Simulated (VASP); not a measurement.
The system is GePt.

```
Ge Pt
1.0
     5.81852    0.00000    0.00000
     0.00000    3.75305    0.00000
     0.00000    0.00000    6.18411
Ge Pt
4 4
Direct
  0.68653 0.25000 0.58819
  0.81347 0.75000 0.08819
  0.31347 0.75000 0.41181
  0.18653 0.25000 0.91181
  0.99770 0.25000 0.30741
  0.50230 0.75000 0.80741
  0.00230 0.75000 0.69259
  0.49771 0.25000 0.19259
```

The cell was built by a generator and needn't be a form met in nature.

Base run:

| Property | Result |
| --- | --- |
| Program | VASP 6.6.1 |
| Functional | PBEsol |
| Potentials or basis | VASP PAW PBE potentials, release 64 (Ge_d, Pt) |
| Cutoff | 520 eV |
| k mesh | 6 × 8 × 6 |
| Occupations | gaussian, width 0.1 eV |
| Spin | no spin polarisation |

Its results: pressure -6.6 GPa; largest force 0.058 eV/Å.

The run is repeated on the same cell with these changes: functional from PBEsol to PBE. What comes out?

Pressure 0.0 GPa; largest force 0.005 eV/Å.

PBE binds less tightly than PBEsol, so the same cell stands under more pressure.

Caveats: the PAW data sets were made with another functional, which shifts forces and pressure a little (some runs).

Not every run made on this cell is shown here.
